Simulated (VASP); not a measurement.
VASP ran on this input.

File POSCAR:
```
Bi
1.0
  4.1658200000  -2.2750000000   0.0000000000
  4.1658200000   2.2750000000   0.0000000000
  2.9234170000   0.0000000000   3.7394270000
Bi
2
direct
  0.2340000000   0.2340000000   0.2340000000
  0.7660000000   0.7660000000   0.7660000000
```

### INCAR
```
ALGO = Normal
EDIFF = 1E-6
EDIFFG = -0.01
ENCUT = 520
IBRION = 2
ISIF = 3
ISMEAR = 1
LASPH = T
LCHARG = F
LMAXMIX = 4
LMIXTAU = T
LREAL = F
LWAVE = F
METAGGA = R2SCAN
NELM = 100
NSW = 60
PREC = Accurate
SIGMA = 0.1
SYSTEM = Bi
```

### KPOINTS
```
Automatic mesh
0
Gamma
9 9 9
0 0 0
```

POTCAR, in this order: Bi_d (PBE.64 set). Program: vasp_std.

**Question.** Write an equivalent input for Ansatz.

**Answer.** One equivalent input (not run):
Ansatz 0.2 input:
```yaml
crystal:
  lattice:
    - [4.1658200, -2.2750000, 0.0000000]
    - [4.1658200, 2.2750000, 0.0000000]
    - [2.9234170, 0.0000000, 3.7394270]
  atoms:
    - { symbol: Bi, position: [0.2340000, 0.2340000, 0.2340000] }
    - { symbol: Bi, position: [0.7660000, 0.7660000, 0.7660000] }
kpoints:
  mp_grid: { grid: [9, 9, 9] }
hamiltonian:
  xc: r2scan
  pseudopotentials: { kind: paw }
scf:
  occupations: { method: methfessel_paxton, width: 0.1 }
  max_iter: 100
relax:
  max_steps: 60
  f_tol: 0.01
  cell: {}
output: { forces: true, stress: true, eigenvalues: true }
```
The two are equivalent in intent, not identical: each code has its own PAW files, so the cut-off isn't converted (ENCUT is set for VASP's; basis.ecutwfc is left out, and Ansatz then takes the one that its files recommend); Ansatz stops its SCF on the density residual and VASP on the energy change (EDIFF).

The compound is Bi in the a7 structure. This run relaxes it. Symmetry was kept, so distortions that lower it aren't found.
